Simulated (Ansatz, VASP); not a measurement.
# Two plane-wave programs on LuBeSi4

```
CELL_PARAMETERS angstrom
0.00000 4.04467 4.04467
4.04467 0.00000 4.04467
4.04467 4.04467 0.00000
ATOMIC_POSITIONS crystal
Lu 0.25000 0.25000 0.25000
Be 0.00000 0.00000 0.00000
Si 0.85252 0.85252 0.85252
Si 0.85252 0.85252 0.44243
Si 0.85252 0.44243 0.85252
Si 0.44243 0.85252 0.85252
```

Alike in both runs: functional PBE; k mesh 4 × 4 × 4; occupations gaussian, width 0.1 eV; no spin polarisation.

Ansatz relaxed the structure, and its values are those at the end. VASP's run is a single point on that final structure, the one shown.

|  | VASP | Ansatz |
| --- | --- | --- |
| version | VASP 6.6.1 | Ansatz 0.2.0 |
| potentials or method | VASP PAW PBE potentials, release 64 (Lu, Be, Si) | scalar-relativistic, plane waves, PAW |
| plane-wave cutoff (eV) | 520 | 420 |
| valence electrons in the cell | 43 | 43 |

Ansatz gave:

```
gap on the k mesh at the Fermi level (eV) : none
pressure (GPa)                            : 0.2
rms of the force components (eV/Å)        : 0.004
```

Task: What did VASP give for the same quantities?

Result: gap on the k mesh at the Fermi level (eV): none; pressure (GPa): 0.1; rms of the force components (eV/Å): 0.009.

A gap of «none» marks a metal or a gap that the smearing closes. The functional is the same, so the differences come from potentials, cutoffs and numerics.

Spin-orbit coupling is left out, which matters for the levels of Lu.
